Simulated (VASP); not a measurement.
```
CELL_PARAMETERS angstrom
      1.80710    -3.12998     0.00000
      1.80710     3.12998     0.00000
      0.00000     0.00000     5.83043
ATOMIC_POSITIONS crystal
  Hf 0.00000 0.00000 0.00000
  S  0.33333 0.66667 0.24926
  S  0.66667 0.33333 0.75074
```

Calculation: rev-vdW-DF2, VASP's PBE PAW potentials (set 64) (plane waves; VASP 6.6.1). Numerical set-up: 520 eV cut-off, Gaussian smearing of 0.050 eV, potentials Hf_pv S.

Unless said otherwise, spin-orbit coupling is left out, though it shifts the bands of the heavy elements here.

Problem. Estimate the band gap (along the path) with the smallest direct gap where there is one.

Solution. 
| Quantity | Value |
|---|---|
| band gap (along the path) | 0.91 eV |
| smallest direct gap (along the path) | 1.84 eV |

The compound is HfS2 in the 1T layered structure. It was relaxed first.
